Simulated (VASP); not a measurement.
OSZICAR of a VASP run on Ta (bcc):

### OSZICAR
```
       N       E                     dE             d eps       ncg     rms          rms(c)
DAV:   1     0.431082531815E+01    0.43108E+01   -0.64693E+03  1880   0.114E+03
DAV:   2    -0.512076742361E+02   -0.55518E+02   -0.54596E+02  2467   0.243E+02
DAV:   3    -0.518901173810E+02   -0.68244E+00   -0.63798E+00  2181   0.260E+01
DAV:   4    -0.518996615278E+02   -0.95441E-02   -0.94630E-02  2347   0.191E+00
DAV:   5    -0.518997271532E+02   -0.65625E-04   -0.65615E-04  2114   0.122E-01    0.144E+01
DAV:   6    -0.481021234419E+02    0.37976E+01   -0.13886E+00  1943   0.164E+01    0.571E+00
DAV:   7    -0.486866751265E+02   -0.58455E+00   -0.23455E-01  1885   0.615E+00    0.178E+00
DAV:   8    -0.482411451946E+02    0.44553E+00   -0.34405E-01  1900   0.721E+00    0.755E-01
DAV:   9    -0.485548055474E+02   -0.31366E+00   -0.48257E-02  1915   0.211E+00    0.374E-01
DAV:  10    -0.485811955778E+02   -0.26390E-01   -0.52836E-03  1906   0.828E-01    0.321E-01
DAV:  11    -0.485860552732E+02   -0.48597E-02   -0.56798E-03  1914   0.891E-01    0.675E-02
DAV:  12    -0.485862432733E+02   -0.18800E-03   -0.70905E-04  1894   0.297E-01    0.543E-02
DAV:  13    -0.485862271616E+02    0.16112E-04   -0.59776E-05  2098   0.995E-02    0.243E-02
DAV:  14    -0.485862276065E+02   -0.44487E-06   -0.20935E-06  1978   0.201E-02
   1 F= -.48586228E+02 E0= -.48586306E+02  d E =-.485862E+02
       N       E                     dE             d eps       ncg     rms          rms(c)
DAV:   1    -0.485981321208E+02   -0.11905E-01   -0.46875E-01  1910   0.102E+01    0.105E+00
DAV:   2    -0.485870117387E+02    0.11120E-01   -0.15750E-02  1910   0.157E+00    0.355E-01
DAV:   3    -0.485844476378E+02    0.25641E-02   -0.96307E-03  1898   0.121E+00    0.140E-01
DAV:   4    -0.485825478570E+02    0.18998E-02   -0.32980E-03  1907   0.695E-01    0.643E-02
DAV:   5    -0.485852111944E+02   -0.26633E-02   -0.13444E-03  1883   0.465E-01    0.147E-02
DAV:   6    -0.485852186589E+02   -0.74645E-05   -0.50534E-05  2002   0.895E-02    0.134E-02
DAV:   7    -0.485852465718E+02   -0.27913E-04   -0.14836E-05  1888   0.565E-02    0.215E-03
DAV:   8    -0.485852468625E+02   -0.29063E-06   -0.12588E-06  1363   0.161E-02
   2 F= -.48585247E+02 E0= -.48585357E+02  d E =0.980744E-03
       N       E                     dE             d eps       ncg     rms          rms(c)
DAV:   1    -0.485925577525E+02   -0.73112E-02   -0.21409E-01  1910   0.686E+00    0.723E-01
DAV:   2    -0.485873139577E+02    0.52438E-02   -0.72478E-03  1907   0.108E+00    0.245E-01
DAV:   3    -0.485861713906E+02    0.11426E-02   -0.44120E-03  1899   0.827E-01    0.976E-02
DAV:   4    -0.485850329674E+02    0.11384E-02   -0.16576E-03  1907   0.488E-01    0.440E-02
DAV:   5    -0.485865194776E+02   -0.14865E-02   -0.63978E-04  1886   0.316E-01    0.105E-02
DAV:   6    -0.485865130765E+02    0.64011E-05   -0.11306E-05  2147   0.446E-02    0.920E-03
DAV:   7    -0.485865201471E+02   -0.70706E-05   -0.35928E-06  1896   0.285E-02    0.287E-03
DAV:   8    -0.485865196111E+02    0.53593E-06   -0.28865E-07   955   0.771E-03
   3 F= -.48586520E+02 E0= -.48586621E+02  d E =-.292005E-03
```

Problem. Which electronic solver shows in the log?

Solution. It is blocked Davidson (ALGO = Normal, or the opening steps of other solvers). The INCAR had ALGO = Normal.

Problem. Can the final energy be trusted as converged?

Solution. The calculation finished and met its thresholds. It stopped with EDIFF = 1E-6, NELM = 100, NSW = 60 and EDIFFG = -0.01 after 3 ionic steps (r2SCAN meta-GGA, plane waves, VASP's PBE PAW potentials (set 64)).

The compound is Ta in the bcc structure. This run relaxes it. Symmetry was kept, so distortions that lower it aren't found.
